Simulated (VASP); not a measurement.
All values below come from PBE GGA with D3 dispersion (Becke-Johnson damping), VASP's PBE PAW potentials (set 64) (plane waves; VASP).

A VASP calculation is set up with these files.

### INCAR
```
ALGO = Normal
EDIFF = 1E-7
ENCUT = 520
GGA = PE
ISIF = 2
ISMEAR = 0
IVDW = 12
LASPH = T
LCHARG = F
LMAXMIX = 4
LREAL = F
LWAVE = F
NELM = 100
PREC = Accurate
SIGMA = 0.05
SYSTEM = PbSe
```

**POSCAR**
```
PbSe
1.0
  0.0000000000   3.0657330183   3.0657330183
  3.0657330183   0.0000000000   3.0657330183
  3.0657330183   3.0657330183   0.0000000000
Pb Se
1 1
Direct
  0.0000000000   0.0000000000   0.0000000000
  0.5000000000   0.5000000000   0.5000000000
```

KPOINTS:
```
Regular mesh
0
G
 8 8 8
```

POTCAR, in this order: Pb_d Se (PBE.64 set). Program: vasp_std.

Unless said otherwise, spin-orbit coupling is left out, though it shifts the bands of the heavy elements here.

**Question.** Predict the energy per atom (σ→0), dispersion energy, band gap (on the k-mesh).

**Answer.** 
```
Item                               Value
------------------------  --------------
energy per atom (σ→0)     -4458 meV/atom
dispersion energy              -0.733 eV
band gap (on the k-mesh)         0.31 eV
```

OSZICAR:
```
...
DAV:   7    -0.817938982056E+01    0.46848E-02   -0.12696E-01   944   0.200E+00    0.856E-01
DAV:   8    -0.818282184454E+01   -0.34320E-02   -0.13668E-02   878   0.155E+00    0.156E-01
DAV:   9    -0.818240015183E+01    0.42169E-03   -0.25513E-03  1264   0.596E-01    0.538E-02
DAV:  10    -0.818247984041E+01   -0.79689E-04   -0.21218E-04   872   0.112E-01    0.198E-02
DAV:  11    -0.818248602855E+01   -0.61881E-05   -0.76605E-05  1026   0.102E-01    0.653E-03
DAV:  12    -0.818248617239E+01   -0.14384E-06   -0.46598E-06   992   0.166E-02    0.272E-03
DAV:  13    -0.818248613154E+01    0.40846E-07   -0.58366E-07   938   0.661E-03
   1 F= -.89153232E+01 E0= -.89153232E+01  d E =-.336640E-07
```

The compound is PbSe in the rock salt structure. It was relaxed first.
